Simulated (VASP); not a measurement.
BeCr3:

```xyz
4
Lattice="3.5112 0.0000 0.0000 0.0000 3.5112 0.0000 0.0000 0.0000 3.5112" Properties=species:S:1:pos:R:3 pbc="T T T"
Cr    1.7556    1.7556    0.0000
Cr    1.7556    0.0000    1.7556
Cr    0.0000    1.7556    1.7556
Be    0.0000    0.0000    0.0000
```

The cell comes from a database or a generator and needn't be the stable form of this composition.

| Quantity | Value |
| --- | --- |
| Program | VASP 6.6.1 |
| Task | relaxation of cell and atoms |
| Functional | PBEsol |
| Potentials or basis | VASP PAW PBE potentials, release 64 (Cr_pv, Be) |
| Cutoff | 600 eV |
| k mesh | 6 × 6 × 6 |
| Occupations | fermi-dirac, width 0.05 eV |
| Spin | collinear spin, ferromagnetic start |
| Starting moments | [3.0, 3.0, 3.0, 0.0] μB |
| Hubbard terms | Cr d U = 4 eV |

At the start: pressure 12.5 GPa; volume 10.82 Å³/atom.

Q: Where does the relaxation end?

A: Over 4 steps the energy falls by 764.3 meV/atom and the volume is 16.72 Å³/atom (+54.5 %); space group Pm-3m (No. 221, to 0.05 Å); moment 13.54 μB per cell.

Step by step:
```tsv
step	energy change (eV)	largest force (eV/Å)	pressure (GPa)	volume (Å³)
1	0.0000	0.0000	12.51	43.29
2	-1.8414	0.0000	27.27	48.80
3	-3.0526	0.0000	-1.20	68.10
4	-3.0573	0.0000	0.09	66.87
```

Final structure:
```xyz
4
Lattice="4.0589 0.0000 0.0000 0.0000 4.0589 0.0000 0.0000 0.0000 4.0589" Properties=species:S:1:pos:R:3 pbc="T T T"
Cr    2.0294    2.0294    0.0000
Cr    2.0294    0.0000    2.0294
Cr    0.0000    2.0294    2.0294
Be    0.0000    0.0000    0.0000
```

Caveat: the electronic state changed during the relaxation; the volume moved by over 15 % at a fixed basis, so the end points are rough; the PAW data sets were made with another functional, which shifts forces and pressure a little; the U is typed as a test and isn't derived for this compound.
